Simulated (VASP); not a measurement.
Consider the following.

```
CELL_PARAMETERS angstrom
      0.00000     2.76716     2.76716
      2.76716     0.00000     2.76716
      2.76716     2.76716     0.00000
ATOMIC_POSITIONS crystal
  Pt 0.00000 0.00000 0.00000
  Al 0.25000 0.25000 0.25000
```

All values below come from PBEsol GGA, VASP's PBE PAW potentials (set 64) (plane waves; VASP 6.6.1). Numerical set-up: 400 eV cut-off, Gaussian smearing of 0.050 eV, potentials Pt Al.

### Question
Give the energies of bands 1 to 9 at the high-symmetry points, in eV from the Fermi level.

### Answer

| band | Γ | X | U | L | W |
|---|---|---|---|---|---|
| 1 | -8.16 | -5.06 | -5.13 | -6.03 | -5.02 |
| 2 | -3.64 | -4.54 | -4.04 | -3.42 | -3.75 |
| 3 | -3.64 | -2.52 | -2.99 | -3.42 | -3.19 |
| 4 | -3.64 | -2.52 | -2.72 | -2.98 | -3.15 |
| 5 | -2.55 | -2.07 | -2.36 | -2.30 | -2.46 |
| 6 | -2.55 | -1.73 | -2.23 | -2.30 | -1.77 |
| 7 | 7.48 | -1.47 | -0.36 | -1.74 | 0.26 |
| 8 | 7.48 | 2.05 | 0.81 | 5.08 | 0.33 |
| 9 | 7.48 | 2.05 | 3.06 | 5.08 | 2.05 |

It has no gap at this level: it comes out as a metal or semimetal.

The structure was generated: PtAl was put into the zinc blende type (F-43m), which need not be its known phase. It was relaxed first, which changed the volume by -19 %. The electron count is odd and the run is not spin-polarised, which forces a metal.
